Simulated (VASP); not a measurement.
Given:

```yaml
crystal:
  lattice:
    - [4.23460, 0.00000, 0.00000]
    - [-2.11730, 3.66727, 0.00000]
    - [0.00000, 0.00000, 3.17317]
  atoms:
    - { symbol: Al, position: [0.00000, 0.00000, 0.00000] }
    - { symbol: Sn, position: [0.33333, 0.66667, 0.50000] }
```

All values below come from r2SCAN meta-GGA, VASP's PBE PAW potentials (set 64) (plane waves; VASP). Run with 400 eV cut-off, 11×11×13 Γ-centred mesh, tetrahedra with Blöchl corrections, potentials Al Sn_d.

### Question
Give the energies of bands 6 to 11 at the high-symmetry points, in eV from the Fermi level.

### Answer

```
band       Γ      M      K      A      L      H
----  ------  -----  -----  -----  -----  -----
6     -11.35  -9.46  -9.02  -7.70  -5.86  -5.43
7      -0.81  -7.04  -7.08  -6.63  -4.69  -4.18
8      -0.81  -2.44  -4.48   2.68  -3.49  -3.53
9       0.48   0.42   5.49   2.68  -2.35  -2.54
10      2.90   5.56   5.66   3.63   1.10  -0.90
11      2.90   7.76   6.07   3.63   2.40   0.26
```

It has no gap at this level: it comes out as a metal or semimetal.

The structure comes from a computed database's AlSn entry (P-6m2); how it stands against other phases isn't given here. It was relaxed first. The electron count is odd and the run is not spin-polarised, which forces a metal.
